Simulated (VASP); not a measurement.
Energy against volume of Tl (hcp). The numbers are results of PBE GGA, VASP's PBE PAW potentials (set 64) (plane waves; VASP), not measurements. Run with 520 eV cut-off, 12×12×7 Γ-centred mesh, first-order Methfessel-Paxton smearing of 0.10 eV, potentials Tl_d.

Shape and ions are relaxed at each volume.

```
V (Å³/atom)  E (eV/atom)
-----------  -----------
29.562          -2.21690
30.505          -2.22550
31.449          -2.22831
32.392          -2.22636
```

Fit these four points and predict the energy of the run at 33.336 Å³/atom.

A cubic in V^(−2/3), the third-order Birch-Murnaghan form, passes through the four points with V0 = 31.50 Å³/atom and B0 = 27 GPa, and gives -2.2205 eV/atom there. The run gave -2.2205 eV/atom, -0.0 meV/atom from the fit; all five points give B0 = 27 GPa.

The compound is Tl in the hcp structure. It was relaxed first, which changed the volume by +10 %.
